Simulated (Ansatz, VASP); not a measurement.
## Two plane-wave programs on CdGeTe4Cl2

```
Cl Cd Ge Te
1.0
    -3.92199    3.92199    3.69846
     3.92199   -3.92199    3.69846
     3.92199    3.92199   -3.69846
Cl Cd Ge Te
2 1 1 4
Direct
  0.50000 0.00000 0.50000
  0.00000 0.50000 0.50000
  0.50000 0.50000 0.00000
  0.00000 0.00000 0.00000
  0.95906 0.95906 0.36374
  0.04094 0.40468 0.00000
  0.59532 0.59532 0.63626
  0.40468 0.04094 0.00000
```

The cell was built by a generator and needn't be a form met in nature.

Alike in both runs: functional r2SCAN; k mesh 4 × 4 × 4; occupations gaussian, width 0.2024 eV; no spin polarisation.

Ansatz relaxed the structure, and its values are those at the end. VASP's run is a single point on that final structure, the one shown.

```csv
,VASP,Ansatz
version,VASP 6.6.1,Ansatz 0.2.0
potentials or method,"VASP PAW PBE potentials, release 64 (Cl, Cd, Ge_d, Te)",PAW plane waves
plane-wave cutoff (eV),520,500
valence electrons in the cell,64,112
```

|  | VASP | Ansatz | Ansatz less VASP |
| --- | --- | --- | --- |
| gap on the k mesh at the Fermi level (eV) | none | none | - |
| pressure (GPa) | 0.0 | 0.0 | -0.01 |
| rms of the force components (eV/Å) | 0.008 | 0.000 | -0.0072 |

A gap of «none» marks a metal or a gap that the smearing closes. The two sets of potentials don't hold the same shells in valence.

Caveats: the PAW data sets were made with another functional, which shifts forces and pressure a little (VASP). Spin-orbit coupling is left out, which matters for the levels of Te.
